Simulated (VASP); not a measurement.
An input for Ansatz (written as the equivalent of a VASP run, and not itself run):

Ansatz 0.2 input:
```yaml
crystal:
  lattice:
    - [0.0000000, 3.1861422, 3.1861422]
    - [3.1861422, 0.0000000, 3.1861422]
    - [3.1861422, 3.1861422, 0.0000000]
  atoms:
    - { symbol: Na, position: [0.0000000, 1.0000000, 0.0000000] }
    - { symbol: I, position: [0.5000000, 0.5000000, 0.5000000] }
kpoints:
  mp_grid: { grid: [7, 7, 7] }
hamiltonian:
  xc: r2scan
  dispersion: rvv10
  pseudopotentials: { kind: paw }
scf:
  occupations: { method: gaussian, width: 0.05 }
  max_iter: 100
relax:
  max_steps: 60
  f_tol: 0.01
  cell: {}
output: { forces: true, stress: true, eigenvalues: true }
```

Translate this input to VASP (INCAR, KPOINTS, POSCAR, choice of POTCAR).

Several could match; the one computed here: 
**POSCAR**
```
NaI
1
    0.0000000000     3.1861422407     3.1861422407
    3.1861422407    -0.0000000000     3.1861422407
    3.1861422407     3.1861422407     0.0000000000
Na I
1 1
Direct
  0.0000000000   1.0000000000   0.0000000000
  0.5000000000   0.5000000000   0.5000000000
```

**INCAR**
```
! general
SYSTEM  =NaI
PREC    =Accurate
ENCUT   =520
LREAL   =.FALSE.
LASPH   =.TRUE.

! electronic loop
EDIFF   =1E-6
NELM    =100
ALGO    =Normal
LMAXMIX =4
LMIXTAU =.TRUE.

! smearing
ISMEAR  =0
SIGMA   =0.05

! functional
METAGGA =R2SCAN
LUSE_VDW=.TRUE.
BPARAM  =11.95
CPARAM  =0.0093

! ions
IBRION  =2
NSW     =60
ISIF    =3
EDIFFG  =-0.01

! output
LWAVE   =.FALSE.
LCHARG  =.FALSE.
```

File KPOINTS:
```
kpoints
0
Gamma
7 7 7
```

POTCAR, in this order: Na_pv I (PBE.64 set). Program: vasp_std.

The two are equivalent in intent, not identical: each code has its own PAW files, so the cut-off isn't converted (ENCUT is set for VASP's; basis.ecutwfc is left out, and Ansatz then takes the one that its files recommend); Ansatz stops its SCF on the density residual and VASP on the energy change (EDIFF).

The compound is NaI in the rock salt structure. This run relaxes it. Symmetry was kept, so distortions that lower it aren't found. The start is the result of an earlier pass.
